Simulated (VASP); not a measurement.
A VASP calculation is set up with these files.

### POSCAR
```
Sc
1
    1.6016005425    -2.7740534315     0.0000000000
    1.6016005425     2.7740534315     0.0000000000
    0.0000000000     0.0000000000     4.9710416434
Sc
2
Direct
  0.3333330000   0.6666670000   0.2500000000
  0.6666670000   0.3333330000   0.7500000000
```

File KPOINTS:
```
Automatic mesh
0
Gamma
13 13 7
0 0 0
```

**INCAR**
```
SYSTEM = Sc
PREC = Accurate; ENCUT = 520; LREAL = F
LASPH = T
EDIFF = 1E-7; NELM = 100; ALGO = Normal
LMAXMIX = 4
ISMEAR = 1; SIGMA = 0.1
GGA = PE; IVDW = 12
IBRION = 2; NSW = 30; ISIF = 4
EDIFFG = -0.01
LWAVE = F; LCHARG = F
```

POTCAR, in this order: Sc_sv (PBE.64 set). Program: vasp_std.

### Question
Write an equivalent input for Quantum ESPRESSO's pw.x.

### Answer
One equivalent input (not run):
```
&CONTROL
  calculation = 'vc-relax'
  pseudo_dir = './pseudo'
  outdir = './out'
  tprnfor = .true.
  tstress = .true.
  nstep = 30
  forc_conv_thr = 0.00039
/
&SYSTEM
  ibrav = 0
  nat = 2
  ntyp = 1
  ecutwfc = 78
  occupations = 'smearing'
  smearing = 'methfessel-paxton'
  degauss = 0.00735
  input_dft = 'pbe'
  vdw_corr = 'grimme-d3'
  dftd3_version = 4
  dftd3_threebody = .false.
/
&ELECTRONS
  conv_thr = 7.3e-09
  electron_maxstep = 100
/
&IONS
/
&CELL
  cell_dofree = 'shape'
/
ATOMIC_SPECIES
  Sc 44.956 Sc.upf
CELL_PARAMETERS angstrom
     1.6016005   -2.7740534    0.0000000
     1.6016005    2.7740534    0.0000000
     0.0000000    0.0000000    4.9710416
ATOMIC_POSITIONS crystal
  Sc   0.3333330  0.6666670  0.2500000
  Sc   0.6666670  0.3333330  0.7500000
K_POINTS automatic
  13 13 7 0 0 0
```
Limits of the translation: the potentials are each code's own (VASP's PAW set, PseudoDojo norm-conserving files in pw.x), so ENCUT and ecutwfc are chosen apart and not converted; conv_thr bounds pw.x's estimated SCF error, while EDIFF bounds the energy change between steps; forc_conv_thr acts on force components and is met together with etot_conv_thr.

The compound is Sc in the hcp structure. This cell is one point of a volume scan, at 0.94 of the reference volume. Symmetry was kept, so distortions that lower it aren't found.
